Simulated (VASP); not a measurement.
## TePb (lda): relaxation of cell and atoms with LDA

TePb (lda):

```xyz
2
Lattice="0.0000 3.2310 3.2310 3.2310 0.0000 3.2310 3.2310 3.2310 0.0000" Properties=species:S:1:pos:R:3 pbc="T T T"
Te    3.2310    3.2310    3.2310
Pb    0.0000    0.0000    0.0000
```

```
Program                : VASP 6.6.1
Task                   : relaxation of cell and atoms
Functional             : LDA
Potentials or basis    : VASP PAW LDA potentials, release 64 (Te, Pb_d)
Cutoff                 : 600 eV
k mesh                 : 8 × 8 × 8
Occupations            : gaussian, width 0.02 eV
Spin                   : no spin polarisation
Dipole correction      : no
Further INCAR settings : ALGO = Normal; EDIFF = 1e-06; IBRION = 2; EDIFFG = -0.002; NSW = 100; ISIF = 3
```

The relaxed volume is 32.55 Å³/atom and the relaxed cell is a = 4.515 Å, b = 4.515 Å, c = 4.515 Å, α = 60.00°, β = 60.00°, γ = 60.00°. The space group after relaxing (to 0.05 Å) is Fm-3m (No. 225) and the energy gained by relaxing is 6.2 meV/atom. The ionic steps are 3, the pressure after relaxing is 0.0 GPa and the band gap on the k mesh is 0.56 eV, direct.

The path:
```tsv
step	energy change (eV)	largest force (eV/Å)	pressure (GPa)	volume (Å³)
1	0.0000	0.0000	-1.62	67.46
2	-0.0103	0.0000	0.71	64.18
3	-0.0123	0.0000	-0.01	65.09
```

Final structure:
```
Te Pb
1.0
     0.00000    3.19278    3.19278
     3.19278    0.00000    3.19278
     3.19278    3.19278    0.00000
Te Pb
1 1
Direct
  0.50000 0.50000 0.50000
  0.00000 0.00000 0.00000
```

Levels at points of the mesh, in eV from the valence-band top:
| k point | band 7 | band 8 | band 9 | band 10 | band 11 | band 12 | band 13 | band 14 |
| --- | --- | --- | --- | --- | --- | --- | --- | --- |
| (0.00, 0.00, 0.00) | -5.59 | -1.49 | -1.49 | -1.49 | 4.02 | 4.02 | 4.02 | 5.69 |
| (0.50, 0.00, 0.00) | -8.84 | -0.99 | -0.99 | 0.00 | 0.56 | 1.11 | 1.11 | 8.33 |
| (0.50, 0.50, 0.00) | -7.42 | -4.81 | -3.03 | -3.03 | 3.09 | 5.51 | 5.51 | 6.81 |

Wall time 64 s on 1 thread of Intel(R) Xeon(R) 6975P-C (Granite Rapids), on a shared host, peak memory 0.22 GiB.

Caveat: spin-orbit coupling is left out, which as a rule narrows the gap of such compounds by several tenths of an eV. Zero-point motion and thermal expansion aren't in these numbers.
